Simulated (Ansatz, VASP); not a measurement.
# Hf2CF2: VASP beside Ansatz, part 2 of 2

Wanted: the spread between two codes on one cell, functional and k mesh. The structure shown is the start of the Ansatz relaxation below; VASP solves that cell, so the two are compared at the walk's first step.

VASP 6.6.1 and Ansatz 0.2.0.

So far. Step 4 (Differences): The forces differ by 62 meV/Å r.m.s., which is 6.3 % of the r.m.s. force of 0.976 eV/Å (both taken over all components). With vacuum in the cell, a pressure given here is an average over mostly empty space and none of the material.

**6. Ansatz: relaxation, PBE**

Level of this step: Ansatz beside VASP: Kohn-Sham DFT, plane waves, PBE (Ansatz).

The two programs are compared at the cell with which this relaxation starts, whose forces are those of its first step.

The structure compared here is the start of the Ansatz relaxation; VASP solves that cell, so the two are compared at the walk's first step.

The input, input.yaml:

```yaml
crystal:
  lattice:
    - [3.2750509981, 0.0, 0.0]
    - [-1.6375254991, 2.836277363, 0.0]
    - [0.0, 0.0, 33.2]
  atoms:
    - { symbol: C, position: [0.0, 0.0, 0.3012048193] }
    - { symbol: Hf, position: [0.3333333333, 0.6666666667, 0.3373559707] }
    - { symbol: Hf, position: [0.6666666667, 0.3333333333, 0.2650536678] }
    - { symbol: F, position: [0.6666666667, 0.3333333333, 0.3780764627] }
    - { symbol: F, position: [0.3333333333, 0.6666666667, 0.2243331758] }
  periodic: [true, true, false]
kpoints:
  mp_grid: { grid: [12, 12, 1] }
hamiltonian:
  xc: pbe
scf:
  occupations: { method: methfessel_paxton, width: 0.2 }
output:
  forces: true
  stress: true
  eigenvalues: true
  write_density: true
  write_potential: true
  elf: true
  volumetric_format: npy
relax:
  adjacent_minimum: "off"
  f_tol: 0.001
  max_steps: 60
  cell: { stress_2d_tol: 0.002 }
```

Launch:

```
> ansatz run input.yaml --threads 4 --pin off --max-ram 14336MiB --backend cpu --events-out ev --progress --plain --runs-dir out
```

Numbers of over 12 decimals in the logs are rounded to 6 here.

The program printed:

```text
[...]
Crystal: 5 atoms, lattice volume = 308.393 Å³
Basis set: ecut = 420 eV, 6159 PW (Γ), exchange–correlation on 48×48×450 points (8 copies of the dense FFT grid, shifted against one another)
Bands: 42, of which v1, the nominal top of the filled ones, is band 35 counted from 1 (34 counted from 0)
Symmetry: 12 space group operations
[...]
k-points: 19 of 144
[...]
cell:  # Å, volume = 308.4238 Å³
    - [3.275213, 2.8868789189653155e-11, 0]
    - [-1.637607, 2.836418, 0]
    - [0, 0, 33.2]
  atoms:
    - { symbol: C, position: [0, 0, 0.30120481926] }
    - { symbol: Hf, position: [0.333333, 0.666667, 0.337340] }
    - { symbol: Hf, position: [0.666667, 0.333333, 0.265070] }
    - { symbol: F, position: [0.666667, 0.333333, 0.378061] }
    - { symbol: F, position: [0.333333, 0.666667, 0.224349] }
[key lines of the parts left out:]
SCF converged after 9 iterations
Free energy (F): -33315.656197 eV
Fermi energy:    -3.726089 eV
P = ½ c Tr σ = -0.0015 N/m
```

**7. VASP: single point, PBE, start cell, pair 2**

The same cell, functional, mesh and smearing now go to VASP, with its own data sets.

The input, INCAR:

```
SYSTEM = Hf2CF2
PREC = Accurate
ENCUT = 520
EDIFF = 1E-06
NELM = 120
ISMEAR = 1
SIGMA = 0.2
LREAL = .FALSE.
ALGO = Normal
GGA = PE
NBANDS = 25
LASPH = .TRUE.
LORBIT = 11
LWAVE = .FALSE.
LCHARG = .FALSE.
ISIF = 2
LDIPOL = .TRUE.
IDIPOL = 3
DIPOL = 0.5 0.5 0.301
LVHAR = .TRUE.
GGA_COMPAT = .FALSE.
NELMDL = -8
KPAR = 2
```

The input, POSCAR:

```
Hf2CF2
1.0
    3.2750510000      0.0000000000      0.0000000000
   -1.6375250000      2.8362770000      0.0000000000
    0.0000000000      0.0000000000     33.2000000000
C Hf F
1 2 2
Direct
    0.0000000000      0.0000000000      0.3012048193
    0.3333333491      0.6666669017      0.3373559639
    0.6666665219      0.3333334509      0.2650536747
    0.6666665219      0.3333334509      0.3780764759
    0.3333333491      0.6666669017      0.2243331627
```

The input, KPOINTS:

```
Automatic mesh
0
Gamma
12 12 1
0 0 0
```

The projector-augmented-wave data sets are C, Hf_pv and F (PBE family, release 64).

Launch:

```
> mpirun -np 2 vasp_std
```

The program printed:

```text
[... set-up lines as in an earlier step ...]
 entering main loop
       N       E                     dE             d eps       ncg     rms          rms(c)
DAV:   1     0.281622413975E+03    0.28162E+03   -0.18584E+04  1190   0.118E+03
DAV:   2    -0.167974237662E+02   -0.29842E+03   -0.29318E+03  1281   0.286E+02
DAV:   3    -0.502009417063E+02   -0.33404E+02   -0.33221E+02  1195   0.930E+01
DAV:   4    -0.508229644989E+02   -0.62202E+00   -0.61986E+00  1243   0.143E+01
[...]
DAV:  24    -0.437420884167E+02   -0.26088E-05   -0.53370E-08   947   0.998E-04    0.209E-03
DAV:  25    -0.437420916755E+02   -0.32588E-05   -0.80876E-08   828   0.827E-04    0.268E-04
DAV:  26    -0.437420921086E+02   -0.43309E-06   -0.16345E-08   872   0.414E-04
   1 F= -.43742092E+02 E0= -.43741456E+02  d E =-.190934E-02
```

Parts of OUTCAR (step 7):

```text
  Total       -0.6760031     -0.6760029     -0.7682955     -0.0000001      0.0000000      0.0000000
  in kB       -3.5119997     -3.5119988     -3.9914811     -0.0000006      0.0000000      0.0000000
  external PRESSURE =      -3.6718265 kB  Pullay stress =       0.0000000 kB

 POSITION                                       TOTAL-FORCE (eV/Angst)
 -----------------------------------------------------------------------------------
      0.00000      0.00000     10.00000         0.000000      0.000000      0.000000
      0.00000      1.89085     11.20022         0.000000      0.000000     -0.016364
      1.63753      0.94543      8.79978        -0.000000     -0.000000      0.016364
      1.63753      0.94543     12.55214        -0.000000     -0.000000     -0.124216
      0.00000      1.89085      7.44786         0.000000     -0.000000      0.124216
 -----------------------------------------------------------------------------------
    total drift:                                0.002062     -0.002063     -0.000069

  FREE ENERGIE OF THE ION-ELECTRON SYSTEM (eV)
  ---------------------------------------------------
  free  energy   TOTEN  =       -43.7420921086 eV

  energy  without entropy=      -43.7401827653  energy(sigma->0) =      -43.74145566

[... 3 further parts left out ...]
[key lines of the parts left out:]
E-fermi :  -1.7200
```

The run ends at a pressure of -0.37 GPa, with forces up to 0.12 eV/Å.

**8. Differences**

What differs besides the data sets and the points named for the pairs above, as far as they apply: the data sets hold 70 valence electrons in Ansatz (on its default PAW (the set named soft_2) files) and 38 in VASP; the cutoff is 420 eV in Ansatz and 520 eV in VASP. Total energies have different zeros and are not compared.

Forces (eV/Å; atoms numbered as in POSCAR):

| atom | Ansatz x, y, z | VASP x, y, z |
| --- | --- | --- |
| C1 | 0.000, 0.000, 0.000 | 0.000, 0.000, 0.000 |
| Hf2 | 0.000, 0.000, -0.012 | 0.000, 0.000, -0.016 |
| Hf3 | 0.000, 0.000, 0.012 | 0.000, 0.000, 0.016 |
| F4 | 0.000, 0.000, 0.000 | 0.000, 0.000, -0.124 |
| F5 | 0.000, 0.000, 0.000 | 0.000, 0.000, 0.124 |

The forces differ by 45 meV/Å r.m.s., where the r.m.s. force is 0.004 eV/Å in Ansatz and 0.046 eV/Å in VASP: the atoms lie near their places of rest in Ansatz, so a percentage would say little (all taken over all components). With vacuum in the cell, a pressure given here is an average over mostly empty space and none of the material.

**9. Ansatz: relaxation, PBE**

The two programs are compared at the cell with which this relaxation starts, whose forces are those of its first step.

The structure compared here is the start of the Ansatz relaxation; VASP solves that cell, so the two are compared at the walk's first step.

The input, input.yaml:

```yaml
crystal:
  lattice:
    - [3.2759680581, 0.0, 0.0]
    - [-1.6379840291, 2.8370715603, 0.0]
    - [0.0, 0.0, 33.2]
  atoms:
    - { symbol: C, position: [0.0, 0.0, 0.3012048193] }
    - { symbol: Hf, position: [0.3333333333, 0.6666666667, 0.3372900732] }
    - { symbol: Hf, position: [0.6666666667, 0.3333333333, 0.2651195653] }
    - { symbol: F, position: [0.6666666667, 0.3333333333, 0.3781057698] }
    - { symbol: F, position: [0.3333333333, 0.6666666667, 0.2243038688] }
  periodic: [true, true, false]
kpoints:
  mp_grid: { grid: [12, 12, 1] }
hamiltonian:
  xc: pbe
scf:
  occupations: { method: gaussian, width: 0.1 }
output:
  forces: true
  stress: true
  eigenvalues: true
relax:
  adjacent_minimum: "off"
  f_tol: 0.005
  max_steps: 80
  cell: { stress_2d_tol: 0.02 }
```

Launch:

```
> ansatz run input.yaml --threads 4 --pin off --max-ram 14336MiB --backend cpu --events-out ev --progress --plain --runs-dir out
```

The program printed:

```text
[...]
Crystal: 5 atoms, lattice volume = 308.566 Å³
Basis set: ecut = 420 eV, 6159 PW (Γ), exchange–correlation on 48×48×450 points (8 copies of the dense FFT grid, shifted against one another)
Bands: 42, of which v1, the nominal top of the filled ones, is band 35 counted from 1 (34 counted from 0)
Symmetry: 12 space group operations
[...]
k-points: 19 of 144
[...]
cell:  # Å, volume = 308.3932 Å³
    - [3.275051, 2.8859337413370974e-11, 0]
    - [-1.637525, 2.836277, 0]
    - [0, 0, 33.2]
  atoms:
    - { symbol: C, position: [0, 0, 0.30120481928] }
    - { symbol: Hf, position: [0.333333, 0.666667, 0.337356] }
    - { symbol: Hf, position: [0.666667, 0.333333, 0.265054] }
    - { symbol: F, position: [0.666667, 0.333333, 0.378076] }
    - { symbol: F, position: [0.333333, 0.666667, 0.224333] }
[key lines of the parts left out:]
SCF converged after 6 iterations
Free energy (F): -33315.658387 eV
Fermi energy:    -3.733071 eV
P = ½ c Tr σ = -0.0072 N/m
```

**10. VASP: single point, PBE, start cell, pair 3**

The same cell, functional, mesh and smearing now go to VASP, with its own data sets.

Edit INCAR of step 7 so:

```diff
@@ -5,4 +5,4 @@
 NELM = 120
-ISMEAR = 1
-SIGMA = 0.2
+ISMEAR = 0
+SIGMA = 0.1
 LREAL = .FALSE.
```

The input, POSCAR:

```
Hf2CF2
1.0
    3.2759680000      0.0000000000      0.0000000000
   -1.6379840000      2.8370720000      0.0000000000
    0.0000000000      0.0000000000     33.2000000000
C Hf F
1 2 2
Direct
    0.0000000000      0.0000000000      0.3012048193
    0.3333332746      0.6666665492      0.3372900602
    0.6666667254      0.3333334508      0.2651195783
    0.6666667254      0.3333334508      0.3781057831
    0.3333332746      0.6666665492      0.2243038554
```

KPOINTS is that of step 7.

Launch:

```
> mpirun -np 2 vasp_std
```

The program printed:

```text
[... set-up lines as in an earlier step ...]
 entering main loop
       N       E                     dE             d eps       ncg     rms          rms(c)
DAV:   1     0.279491080660E+03    0.27949E+03   -0.18747E+04  1206   0.119E+03
DAV:   2    -0.161393769759E+02   -0.29563E+03   -0.29003E+03  1266   0.286E+02
DAV:   3    -0.501762540399E+02   -0.34037E+02   -0.33864E+02  1212   0.939E+01
DAV:   4    -0.508189315401E+02   -0.64268E+00   -0.64006E+00  1252   0.147E+01
[...]
DAV:  24    -0.437435132514E+02   -0.22686E-05   -0.44540E-08   946   0.958E-04    0.184E-03
DAV:  25    -0.437435164388E+02   -0.31874E-05   -0.78434E-08   826   0.833E-04    0.317E-04
DAV:  26    -0.437435168371E+02   -0.39823E-06   -0.15492E-08   867   0.410E-04
   1 F= -.43743517E+02 E0= -.43739292E+02  d E =-.844987E-02
```

OUTCAR, selected parts (step 10):

```text
  Total       -0.6972405     -0.6972408     -0.7323894     -0.0000000     -0.0000000      0.0000000
  in kB       -3.6203046     -3.6203059     -3.8028094     -0.0000000     -0.0000000      0.0000000
  external PRESSURE =      -3.6811399 kB  Pullay stress =       0.0000000 kB

 POSITION                                       TOTAL-FORCE (eV/Angst)
 -----------------------------------------------------------------------------------
      0.00000      0.00000     10.00000         0.000000      0.000000     -0.000000
      0.00000      1.89138     11.19803         0.000000     -0.000000      0.063845
      1.63798      0.94569      8.80197         0.000000      0.000000     -0.063845
      1.63798      0.94569     12.55311        -0.000000      0.000000     -0.154745
      0.00000      1.89138      7.44689         0.000000      0.000000      0.154745
 -----------------------------------------------------------------------------------
    total drift:                               -0.000000     -0.000000     -0.000040

  FREE ENERGIE OF THE ION-ELECTRON SYSTEM (eV)
  ---------------------------------------------------
  free  energy   TOTEN  =       -43.7435168371 eV

  energy  without entropy=      -43.7350669623  energy(sigma->0) =      -43.73929190

[... 1 part as in an earlier step ...]

[... 2 further parts left out ...]
[key lines of the parts left out:]
E-fermi :  -1.7588
```

The run ends at a pressure of -0.37 GPa, with forces up to 0.15 eV/Å.

**11. Comparison**

What differs besides the data sets and the points named for the pairs above, as far as they apply: the data sets hold 70 valence electrons in Ansatz (on its default PAW (the set named soft_2) files) and 38 in VASP. Total energies have different zeros and are not compared.

Forces (eV/Å; atoms numbered as in POSCAR):

| atom | Ansatz x, y, z | VASP x, y, z |
| --- | --- | --- |
| C1 | 0.000, 0.000, 0.000 | 0.000, 0.000, 0.000 |
| Hf2 | 0.000, 0.000, 0.069 | 0.000, 0.000, 0.064 |
| Hf3 | 0.000, 0.000, -0.069 | 0.000, 0.000, -0.064 |
| F4 | 0.000, 0.000, -0.032 | 0.000, 0.000, -0.155 |
| F5 | 0.000, 0.000, 0.032 | 0.000, 0.000, 0.155 |

The forces differ by 45 meV/Å r.m.s., which is 73.5 % of the r.m.s. force of 0.061 eV/Å (both taken over all components). With vacuum in the cell, a pressure given here is an average over mostly empty space and none of the material.

**12. Outcome**

| Item | Value |
| --- | --- |
| r.m.s. force difference (single point, PBE, start cell, pair 1) | 6.3 % of the r.m.s. force |
| r.m.s. force difference (single point, PBE, start cell, pair 2) | 45 meV/Å |
| r.m.s. force difference (single point, PBE, start cell, pair 3) | 45 meV/Å |

The r.m.s. force difference is 45 meV/Å (single point, PBE, start cell, pair 2), beyond the 12 meV/Å picked in this series as the mark of a large difference. The data sets hold unlike numbers of valence electrons (70 in Ansatz and 38 in VASP), so part of the differences comes from the potentials. Single point, PBE, start cell, pair 1, VASP with the data sets C, Hf_sv and F: r.m.s. force difference goes from 62 to 41 meV/Å. What causes the difference of the single point, PBE, start cell, pair 2 pair stays open here. What causes the difference of the single point, PBE, start cell, pair 3 pair stays open here. 3 further runs of this series are not shown here. Such differences can come from data sets, numerical settings and the points named under the comparisons, not from the functional's error against experiment.

[Lines on the potential files, build, host, timing and source positions are cut from VASP's logs without a mark.]

[Logs are printed without paths, hosts, clocks, repeated set-up lines and the standing remarks that a program may print on its own settings, such as how far it seeks lower states.]

[Hosts, paths, dates, database ids (printed as entryN), source tags and the programs' standing remarks are cut or masked in the printed files.]
